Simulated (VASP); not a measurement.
Consider the following.

```
CELL_PARAMETERS angstrom
      5.21956     0.00000     0.00000
     -2.60978     4.52028     0.00000
      0.00000     0.00000     4.29264
ATOMIC_POSITIONS crystal
  Ir 0.33333 0.66667 0.00000
  Ir 0.66667 0.33333 0.00000
  Ir 0.50000 0.00000 0.50000
  Ir 0.50000 0.50000 0.50000
  Ir 0.00000 0.50000 0.50000
  Ce 0.00000 0.00000 0.00000
```

Method: LDA (Ceperley-Alder, Perdew-Zunger), VASP's LDA PAW potentials (set 64) (plane waves; VASP 6.6.1). Settings: 400 eV cut-off, Gaussian smearing of 0.050 eV, potentials Ir Ce.

**Question.** Give the energies of bands 20 to 33 at the high-symmetry points, in eV from the Fermi level.

**Answer.** 
```json
[
 {"band": "20", "Γ": "-1.91", "M": "-2.27", "K": "-1.86", "A": "-2.74", "L": "-2.80", "H": "-2.40"},
 {"band": "21", "Γ": "-1.63", "M": "-1.86", "K": "-1.86", "A": "-1.79", "L": "-2.46", "H": "-1.70"},
 {"band": "22", "Γ": "-1.63", "M": "-1.36", "K": "-1.70", "A": "-1.79", "L": "-2.00", "H": "-1.70"},
 {"band": "23", "Γ": "-0.79", "M": "-1.34", "K": "-1.41", "A": "-0.84", "L": "-1.69", "H": "-1.70"},
 {"band": "24", "Γ": "-0.79", "M": "-1.05", "K": "-1.41", "A": "-0.52", "L": "-0.77", "H": "-1.61"},
 {"band": "25", "Γ": "-0.57", "M": "-1.03", "K": "-1.05", "A": "-0.52", "L": "-0.72", "H": "-1.02"},
 {"band": "26", "Γ": "-0.21", "M": "-0.96", "K": "-0.80", "A": "-0.24", "L": "-0.62", "H": "-0.85"},
 {"band": "27", "Γ": "-0.21", "M": "-0.70", "K": "-0.80", "A": "0.14", "L": "-0.61", "H": "-0.31"},
 {"band": "28", "Γ": "0.03", "M": "-0.70", "K": "-0.66", "A": "0.14", "L": "-0.09", "H": "-0.31"},
 {"band": "29", "Γ": "0.40", "M": "-0.40", "K": "-0.19", "A": "0.25", "L": "0.19", "H": "0.08"},
 {"band": "30", "Γ": "0.50", "M": "-0.30", "K": "-0.19", "A": "0.25", "L": "0.32", "H": "0.60"},
 {"band": "31", "Γ": "0.50", "M": "0.69", "K": "0.69", "A": "0.66", "L": "0.43", "H": "0.60"},
 {"band": "32", "Γ": "0.67", "M": "0.75", "K": "0.76", "A": "0.86", "L": "0.60", "H": "0.62"},
 {"band": "33", "Γ": "0.76", "M": "0.78", "K": "0.80", "A": "0.90", "L": "0.62", "H": "0.72"}
]
```

It has no gap at this level: it comes out as a metal or semimetal.

The structure comes from a measured CeIr5 entry (P6/mmm) of the Crystallography Open Database, whose conditions weren't checked. It was relaxed first. The run is not spin-polarised, so no magnetic state was tried. The electron count is odd and the run is not spin-polarised, which forces a metal.
